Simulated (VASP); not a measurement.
VASP runs on Li₂Se (space group Fm-3m) share one base input (PBEsol GGA, plane waves, VASP's PBE PAW potentials (set 64)) and change the settings named in each case.

File KPOINTS:
```
Regular mesh
0
Gamma
  10 10 10
```

### INCAR
```
NELM = 100   ! most electronic steps
SIGMA = 0.05   ! width (eV)
LMAXMIX = 4   ! l cut-off of mixed one-centre charges
LREAL = .FALSE.   ! projection in real space or not
ALGO = Normal   ! blocked Davidson
ISMEAR = -1   ! Fermi-Dirac
PREC = Accurate
LWAVE = .FALSE.
LCHARG = .FALSE.
ISIF = 2
EDIFF = 1E-6
SYSTEM = Li2Se
ENCUT = 400
LASPH = .TRUE.
GGA = PS   ! PBEsol
```

POSCAR:
```
Li2Se
1
    0.0000000000     3.0000000000     3.0000000000
    3.0000000000     0.0000000000     3.0000000000
    3.0000000000     3.0000000000     0.0000000000
Li Se
2 1
Direct
  0.2500000000   0.2500000000   0.2500000000
  0.7500000000   0.7500000000   0.7500000000
  0.0000000000   0.0000000000   0.0000000000
```

POTCAR, in this order: Li_sv Se (PBE.64 set). Program: vasp_std.

| change | E(σ→0) (eV/atom) | pressure (GPa) |
|---|---|---|
| base run | -3.8712 | -2.60 |
| GGA removed, POTCAR Li_sv Se (LDA.64 set) | -4.0680 | (withheld) |
| GGA_COMPAT = .FALSE., LNONCOLLINEAR = .TRUE., LSORBIT = .TRUE., MAGMOM = 0.0 0.0 0.0 0.0 0.0 0.0 0.0 0.0 0.0, program vasp_ncl | -3.8769 | -2.59 |
| KPOINTS 5×5×5 Γ-centred mesh | -3.8704 | -2.59 |

Question: Complete the blanks.

Answer: 
- GGA removed, POTCAR Li_sv Se (LDA.64 set), pressure (GPa): -4.37

Energies of different potentials or functionals have different zeros.  At 400 eV the pressure can carry a Pulay error.

Left out are runs that ran out of time, are held back, or changed the cell or the kind of run, fixed moments of cells without a moment, rows past the twelfth, gaps on odd meshes, pressures of charged cells and columns that move by less than the noise.

The structure is a typed Li2Se crystal (Fm-3m). The cell was not relaxed at this level.
